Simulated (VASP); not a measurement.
Set up this calculation in VASP 6.6.1, as the native input.

```yaml
Task: single point
Functional: r2SCAN
Potentials_or_basis: VASP PAW PBE potentials, release 64 (N_s, Zn, Br, H_s)
Cutoff: 400 eV
k_mesh: 1 × 1 × 1
Occupations: gaussian, width 0.01 eV
Spin: no spin polarisation
Further_INCAR_settings: ALGO = Normal; EDIFF = 1e-06
```

The structure of NZnBrH2 lies in POSCAR:

```
ZnH2BrN
1.0
   13.0000000000      0.0000000000      0.0000000000
    0.0000000000     13.0000000000      0.0000000000
    0.0000000000      0.0000000000     12.0000000000
N Zn Br H
1 1 1 2
Cartesian
    5.5953999400      7.6504000300      5.6405499600
    6.6425999900      6.3470000100      6.3484500000
    8.0718999400      4.8341000500      7.1514500400
    4.9541000600      7.3554000000      4.9165500000
    5.0763000600      8.2078999600      6.3053499600
```

The input as run:

INCAR

```
PREC = Accurate
ENCUT = 400
EDIFF = 1E-6
ISMEAR = 0
SIGMA = 0.01
LREAL = False
LASPH = True
NELM = 100
ALGO = Normal
ISIF = 2
LWAVE = False
LCHARG = False
METAGGA = R2SCAN
LMIXTAU = True
```

KPOINTS

```
regular mesh
0
Gamma
  1 1 1
```

Potentials or basis: VASP PAW PBE potentials, release 64 (N_s, Zn, Br, H_s).

The run is started by

```sh
$ cat potpaw_PBE.64/N_s/POTCAR potpaw_PBE.64/Zn/POTCAR potpaw_PBE.64/Br/POTCAR potpaw_PBE.64/H_s/POTCAR > POTCAR
$ mpirun -np 1 vasp_gam > vasp.out
```

Results of the run:

The largest force is 0.728 eV/Å and the gap between the frontier levels is 4.61 eV.

Caveat: the PAW data sets were made with another functional, which shifts forces and pressure a little.

Run time: 8.8 min on 1 thread of Intel(R) Xeon(R) Platinum 8259CL CPU @ 2.50GHz (Skylake/Cascade Lake) (shared host), peak memory 1.3 GiB.
